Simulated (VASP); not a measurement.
Energy against volume of PbTe (rock salt). Method: PW91 GGA, VASP's PBE PAW potentials (set 64) (plane waves; VASP). Run with 520 eV cut-off, 7×7×7 Γ-centred mesh, Gaussian smearing of 0.050 eV, potentials Te Pb_d.

| V (Å³/atom) | E (eV/atom) |
|---|---|
| 33.250 | -3.77613 |
| 34.311 | -3.78979 |
| 35.372 | -3.79418 |
| 36.433 | -3.79072 |

Question: Fit these four points and predict the energy of the run at 37.494 Å³/atom.

Answer: A cubic in V^(−2/3), the third-order Birch-Murnaghan form, passes through the four points with V0 = 35.41 Å³/atom and B0 = 39 GPa, and gives -3.7806 eV/atom there. The run gave -3.7806 eV/atom, -0.0 meV/atom from the fit; all five points give B0 = 39 GPa.

The compound is PbTe in the rock salt structure. It was relaxed first, which changed the volume by +5 %.
